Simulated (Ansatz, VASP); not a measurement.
## Cross-check of MoS2 between VASP and Ansatz

One calculation is typed for both programs; each brings its own data sets. How far apart do they land? The cell is taken from a series of runs on this material, whose earlier steps may have relaxed, scaled, displaced or heated it; both programs get it as it stands.

Calculated with Ansatz 0.2.0; plane waves, with VASP 6.6.1 beside it; PBE with D3(BJ).

## 1. The structure

It takes space group P6_3/mmc (No. 194, hexagonal). Conventional cell: a = 3.169 Å, b = 3.169 Å, c = 12.660 Å, α = 90.00°, β = 90.00°, γ = 120.00°. Nearest to S lie 3 Mo at 2.41 Å. Mo has 6 S at 2.41 Å nearest. Farther neighbours and most contacts between anions are not listed.

## 2. Ansatz: zone-centre phonons, PBE with D3(BJ)

Ansatz runs on its PAW soft_1 files.

Second derivatives magnify differences that forces hide, and they need a tight electronic threshold.

input.yaml

```yaml
crystal:
  lattice:
    - [3.1685810516, 0.0, 0.0]
    - [-1.5842905258, 2.7440716846, 0.0]
    - [0.0, 0.0, 12.6602186391]
  atoms:
    - { symbol: S, position: [0.3333333333, 0.6666666667, 0.6264353416] }
    - { symbol: S, position: [0.6666666667, 0.3333333333, 0.1264353416] }
    - { symbol: S, position: [0.3333333333, 0.6666666667, 0.8735646584] }
    - { symbol: S, position: [0.6666666667, 0.3333333333, 0.3735646584] }
    - { symbol: Mo, position: [0.3333333333, 0.6666666667, 0.25] }
    - { symbol: Mo, position: [0.6666666667, 0.3333333333, 0.75] }
kpoints:
  mp_grid: { grid: [12, 12, 4] }
hamiltonian:
  xc: pbe
  dispersion: d3bj
  pseudopotentials: { kind: paw, azcp: { folder: soft_1 } }
scf:
  occupations: { method: fixed }
output:
  eigenvalues: true
phonons:
  method: dfpt
  dielectric: true
  rigid_motions: translations
```

Command:

```sh
$ ansatz run input.yaml --threads 4 --pin off --max-ram 16384MiB --backend cpu --events-out ev --progress --plain --runs-dir out
```

Numbers of over 12 decimals in the logs are rounded to 6 here.

Output:

```text
Engine: ansatz 0.2.0, aarch64-unknown-linux-gnu
Pseudopotentials: kind: paw
Pseudopotential: S, paw, valence charge 6, recommended cutoff 420 eV (normal), soft_1/S.paw.azcp
Pseudopotential: Mo, paw, valence charge 14, recommended cutoff 420 eV (normal), soft_1/Mo.paw.azcp
Functional definition: PBE
  parameter kappa = 0.804
  parameter beta = 0.066725
  exchange = pbe_x(kappa = kappa, mu = beta*pi^2/3)
  correlation = pbe_c(beta = beta)
Crystal: 6 atoms, lattice volume = 110.078 Å³
Basis set: ecut = 420 eV, 2143 PW (Γ), exchange–correlation on 48×48×180 points (8 copies of the dense FFT grid, shifted against one another)
Bands: 32, of which v1, the nominal top of the filled ones, is band 26 counted from 1 (25 counted from 0)
Symmetry: 24 space group operations
k-points: 164 of 576 (irreducible under 2 space group operations, time reversal used)
Non-local potential: S, projectors of the file, l = 0: 2, l = 1: 2, l = 2: 1
Non-local potential: Mo, projectors of the file, l = 0: 3, l = 1: 2, l = 2: 2, l = 3: 1
PAW form: soft (Blöchl's): semilocal exchange-correlation on the pseudo side does not see the compensation charge
PAW one-centre angular grid: S, 110 points (default); XC on 64 Gauss nodes
PAW one-centre angular grid: Mo, 590 points (default); XC on 64 Gauss nodes
Initial density: superposition of atomic densities (chi_scale 0.1, normalization cell, long waves kept (reshape's long-wave potential 0.08 eV rms))
Initial wavefunctions: pseudopotential atomic-orbital guess
Functional: x = pbe(κ = 0.804, μ = 0.219515), c = pbe(β = 0.066725)
SCF iter   1: F=—  HF=-13529.657364 eV  |F-HF|=—  |Δ(HF+E_count)|=         —  Δρ=6.02e-2  dr2=5.06e0  ethr=3.10e-3  ⟨swp⟩=5.4  Hψ=23197  notcnv=0  defer=479
preconditioner: auto → Resta (q_TF=auto, 2.408 Å⁻¹)  ε∞=7.8  [insulator: Δε(μ)=0.913 eV  Ē_g=8.168 eV  n_scr=26 (ndim 8)  ℏωp=21.2 eV  f_vac=0.006  ε∞_Penn≈7.8]
SCF iter   2: F=—  HF=-13528.492970 eV  |F-HF|=—  |Δ(HF+E_count)|=    1.16e0  Δρ=2.58e-2  dr2=1.81e0  ethr=3.10e-3  ⟨swp⟩=3.0  Hψ=11554  notcnv=0  defer=428
SCF iter   3: F=—  HF=-13528.206958 eV  |F-HF|=—  |Δ(HF+E_count)|=   2.86e-1  Δρ=1.51e-2  dr2=3.64e-1  ethr=3.10e-3  ⟨swp⟩=2.0  Hψ=6745  notcnv=0  defer=479
SCF iter   4: F=—  HF=-13528.121772 eV  |F-HF|=—  |Δ(HF+E_count)|=   8.52e-2  Δρ=3.17e-3  dr2=2.01e-2  ethr=7.00e-4  ⟨swp⟩=2.1  Hψ=8972  notcnv=0  defer=568
SCF iter   5: F=—  HF=-13528.123895 eV  |F-HF|=—  |Δ(HF+E_count)|=   2.12e-3  Δρ=9.87e-4  dr2=1.66e-3  ethr=3.87e-5  ⟨swp⟩=2.2  Hψ=8343  notcnv=0  defer=654
SCF iter   6: F=—  HF=-13528.124642 eV  |F-HF|=—  |Δ(HF+E_count)|=   7.47e-4  Δρ=4.40e-4  dr2=2.88e-4  ethr=3.20e-6  ⟨swp⟩=2.4  Hψ=9991  notcnv=0  defer=654
SCF iter   7: F=—  HF=-13528.124664 eV  |F-HF|=—  |Δ(HF+E_count)|=   2.21e-5  Δρ=7.02e-5  dr2=6.47e-6  ethr=5.54e-7  ⟨swp⟩=2.0  Hψ=7317  notcnv=0  defer=564
SCF iter   8: F=—  HF=-13528.124673 eV  |F-HF|=—  |Δ(HF+E_count)|=   8.88e-6  Δρ=1.64e-5  dr2=3.32e-7  ethr=1.24e-8  ⟨swp⟩=3.0  Hψ=11703  notcnv=0  defer=376
SCF iter   9: F=—  HF=-13528.124673 eV  |F-HF|=—  |Δ(HF+E_count)|=   3.60e-7  Δρ=2.69e-6  dr2=9.42e-9  ethr=6.38e-10  ⟨swp⟩=2.1  Hψ=8315  notcnv=0  defer=264
SCF iter  10: F=—  HF=-13528.124673 eV  |F-HF|=—  |Δ(HF+E_count)|=   1.71e-8  Δρ=5.61e-7  dr2=4.95e-10  ethr=1.81e-11  ⟨swp⟩=3.5  Hψ=11740  notcnv=0  defer=264
SCF iter  11: F=-13528.124673 eV  HF=-13528.124673 eV  |F-HF|=1.09e-11  |Δ(HF+E_count)|=  2.58e-10  Δρ=1.61e-7  dr2=3.83e-11  ethr=1.00e-12  ⟨swp⟩=15.9  Hψ=38808  notcnv=0
SCF 1 converged in 11 iterations: F = -13528.124673 eV  dr2 = 3.83e-11
  greatest PAW one-centre occupation: 0.999 electrons in one spin orbital (limit 2), on the Mo atom at site 5 (counted from 0), in its partial waves of l = 0
DFPT response loops at Γ: preconditioner auto → Resta (q_TF=auto, 2.408 Å⁻¹)  ε∞=7.6 (no band partly filled); β = 1.00, the filter's whole step (`scf.mixing.beta` (0.50) is not read by the response loops at its default; to damp them type it under 1.00, their step now; it binds the ground state too); Broyden in place of MSR1
── the response to a field inside a basis, on 12×12×4 k-points: an SCF that follows is theirs, and a resumed run solves both again ──
Bands: 27, of which v1, the nominal top of the filled ones, is band 26 counted from 1 (25 counted from 0)
k-points: 84 of 576 (irreducible under 8 space group operations)
Initial density: handed on by an earlier stage of this run
Initial wavefunctions: pseudopotential atomic-orbital guess (no wavefunctions were taken with the density)
Eigensolver: Dense (84 Hₖ)
SCF iter   1: F=—  HF=-13528.068789 eV  |F-HF|=—  |Δ(HF+E_count)|=         —  Δρ=2.35e-4  dr2=1.33e-5  ethr=1.00e-1
preconditioner: auto → Resta (q_TF=auto, 2.408 Å⁻¹)  ε∞=9.9  [insulator: Δε(μ)=1.124 eV  Ē_g=7.102 eV  n_scr=26 (ndim 8)  ℏωp=21.2 eV  f_vac=0.024  ε∞_Penn≈9.9]
SCF iter   2: F=—  HF=-13528.068801 eV  |F-HF|=—  |Δ(HF+E_count)|=   1.13e-5  Δρ=1.29e-4  dr2=4.33e-6  ethr=2.56e-8
SCF iter   3: F=—  HF=-13528.068806 eV  |F-HF|=—  |Δ(HF+E_count)|=   5.11e-6  Δρ=1.17e-5  dr2=3.24e-7  ethr=8.32e-9
SCF iter   4: F=-13528.068806 eV  HF=-13528.068806 eV  |F-HF|=6.89e-10  |Δ(HF+E_count)|=   1.96e-8  Δρ=6.45e-6  dr2=3.74e-8  ethr=6.23e-10
SCF 1 converged in 4 iterations: F = -13528.068806 eV  dr2 = 3.74e-8
DFPT response loops at Γ: preconditioner auto → Resta (q_TF=auto, 2.408 Å⁻¹)  ε∞=7.3 (no band partly filled); β = 1.00, the filter's whole step (`scf.mixing.beta` (0.50) is not read by the response loops at its default; to damp them type it under 1.00, their step now; it binds the ground state too); Broyden in place of MSR1
SCF converged after 11 iterations
Free energy (F): -13528.124673 eV
Harris-Foulkes:  -13528.124673 eV  (|F-HF|=1.09e-11)
Internal energy: -13528.124673 eV  (E = F + TS)
E sigma→0 (E₀):  -13528.124673 eV
Fermi energy:    10.363697 eV
--- Per-component energies (eV) ---
  E_band       = -334.756027
  E_kinetic    = 1268.193793
  E_local      = -4152.074407  (includes V_loc(G=0)·N_el)
  E_nonlocal   = 433.687332
  E_hartree    = 1621.893676
  E_xc         = -708.832402
  E_vxc        = -771.387758  (∫ρ·V_xc dr)
  E_paw        = -8857.161634  (= ΣΔE_a)
  E_vpaw       = -356.962311  (= ΣTr[D̂ρ^β])
  E_aug_tail   = 0.000092  (compensation charges beyond the density's cutoff)
  E_ewald      = -3131.357822
  E_disp       = -2.473301  (pairwise vdW)
  E_smearing   = -0.000000  (= −TS)
  E_closure    = -0.000000  (closes the sum)
  Σ components = -13528.124673   (vs F -13528.124673, Δ=0.00e0)
--- Band table (eV; the first three rows and the last of 164) ---
  k-point 0: bands = [... 22 lower, 8.3262, 9.0557, 9.3454, 10.3637, 12.5738, 12.5738, 12.5936, 12.5936, ... 2 higher]
  k-point 1: bands = [... 22 lower, 8.3217, 8.5544, 9.7350, 10.2973, 12.5750, 12.5750, 12.5881, 12.5881, ... 2 higher]
  k-point 2: bands = [... 22 lower, 8.3109, 8.3109, 10.0910, 10.0910, 12.5796, 12.5796, 12.5796, 12.5796, ... 2 higher]
  k-point 163: bands = [... 22 lower, 8.1214, 8.1214, 9.2762, 9.2762, 11.9583, 11.9583, 12.5734, 12.5734, ... 2 higher]
--- Phonons (Γ-DFPT): 4 representative perturbations + reference, on 164 of 576 k-points (Σ response iterations 12) ---
  k mesh reduced under 2 symmetry operations, with k and −k counted as one. Each operation leaves every solved perturbation unchanged. A smaller set is not considered because the run solves the response to a homogeneous field
  ASR residual: 1.132e-4 → 0.000e0 eV/Å²; symmetrization residual: 5.160e-6 eV/Å²
  pairwise dispersion correction: d3bj (s6 = 1.0, s8 = 0.7875, a1 = 0.4289, a2_bohr = 4.4407), with the weights of each atom's references fixed at the reference crystal's, and the forces and stress that the weights' published response gives there kept as a pressure on the atom's counted neighbours (hamiltonian.dispersion)
  ASR residual per site (eV/Å²): 1.03e-4 1.03e-4 1.03e-4 1.03e-4 1.13e-4 1.13e-4
  Γ frequencies (cm⁻¹): 0.00 0.00 0.00 24.11 24.11 35.84 278.39 278.39 279.78 279.78 376.13 376.13 376.15 376.15 398.39 402.24 459.77 462.86
  ε∞ (high-frequency dielectric tensor):
       14.855379     0.000000    -0.000000
        0.000000    14.855379     0.000000
       -0.000000     0.000000     5.703829
  ε⁰ (static dielectric tensor: ions relaxed, cell fixed):
       15.022207     0.000000     0.000000
        0.000000    15.022207    -0.000000
        0.000000    -0.000000     5.734458
  ε⁰ − ε∞ (ionic part):
        0.166828     0.000000     0.000000
        0.000000     0.166828    -0.000000
        0.000000    -0.000000     0.030629
  softest optical mode at Γ: 24.11 cm⁻¹; the repairs (sum rule, projections) moved no ω² at Γ by more than (1.29 cm⁻¹)²
  Born effective charges Z* (e; rows j = field, columns β = displacement):
    site 0:
         0.50368   -0.00000   -0.00000
         0.00000    0.50368    0.00000
        -0.00000    0.00000    0.26380
    site 1:
         0.50368   -0.00000    0.00000
         0.00000    0.50368   -0.00000
         0.00000   -0.00000    0.26380
    site 2:
         0.50368   -0.00000    0.00000
         0.00000    0.50368   -0.00000
         0.00000   -0.00000    0.26380
    site 3:
         0.50368   -0.00000   -0.00000
         0.00000    0.50368    0.00000
        -0.00000    0.00000    0.26380
    site 4:
        -1.00736    0.00000    0.00000
        -0.00000   -1.00736   -0.00000
         0.00000    0.00000   -0.52759
    site 5:
[...]
Z* charge neutrality: 5.324e-3 e pre-enforcement
  solved inside a basis spanned on kpoints, on 12×12×4 k-points, its susceptibility summed on 16×16×4: ε∞ is read to err by 7.1e-2, Z* by 1.7e-2 e (field_mesh: kpoints solves on kpoints); Z* is corrected for what the basis lacks
  optical modes at Γ without the LO–TO term, one row a degenerate level:
      ω (cm⁻¹)  modes    IR ((D/Å)²/amu)
[...]
optical modes at Γ + LO–TO along q̂ = [1.0000, 0.0000, 0.0000]:
      ω (cm⁻¹)  modes    IR ((D/Å)²/amu)
[...]
optical modes at Γ + LO–TO along q̂ = [0.0000, 1.0000, 0.0000]:
      ω (cm⁻¹)  modes    IR ((D/Å)²/amu)
[...]
optical modes at Γ + LO–TO along q̂ = [0.0000, 0.0000, 1.0000]:
      ω (cm⁻¹)  modes    IR ((D/Å)²/amu)
[...]
278.39      2             0.0000
        279.78      2             0.0000
        376.13      2             0.0000
        376.15      2             2.4365
        398.39      1             0.0000
        402.24      1             0.0000
        461.00      1             0.3342
        462.86      1             0.0000
```

The column dr2 measures how far the density is from self-consistency, as an energy; F and HF (Harris–Foulkes) agree once it is small.

(Part 1 of 2 ends here.)

[Lines on the potential files, build, host, timing and source positions are cut from VASP's logs without a mark.]

[Logs are printed without paths, hosts, clocks, repeated set-up lines and the standing remarks that a program may print on its own settings, such as how far it seeks lower states.]

[Hosts, paths, dates, database ids (printed as entryN), source tags and the programs' standing remarks are cut or masked in the printed files.]
